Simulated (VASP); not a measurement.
A cell of Zn (hcp) near equilibrium:

```
Zn
1.0
    1.32394    -2.29314     0.00000
    1.32394     2.29314     0.00000
    0.00000     0.00000     4.65815
Zn
2
Direct
  0.33333   0.66667   0.25000
  0.66667   0.33333   0.75000
```

Calculation: r2SCAN meta-GGA, VASP's PBE PAW potentials (set 64) (plane waves; VASP).

| run | ΔE (meV/atom) | σxx | σyy | σzz | largest shear component, with its sign (GPa) | largest force (eV/Å) |
|---|---|---|---|---|---|---|
| as it is | 0.0 | 0.99 | 0.99 | 0.09 | 0.00 | 0.000 |
| after one change | 19.1 | 2.68 | 10.46 | 4.19 | 0.00 | 0.008 |
Stress is in GPa, positive when the cell is compressed.

Problem. What was changed between the two runs?
(A) atom 1 (Zn) moved by -0.150 Å along z
(B) uniaxial strain of -4.0 % along y with the ions relaxed
(C) isotropic strain of +4.0 %
(D) biaxial strain of -1.0 % in the xz plane

Solution. B, uniaxial strain of -4.0 % along y with the ions relaxed

The compound is Zn in the hcp structure.
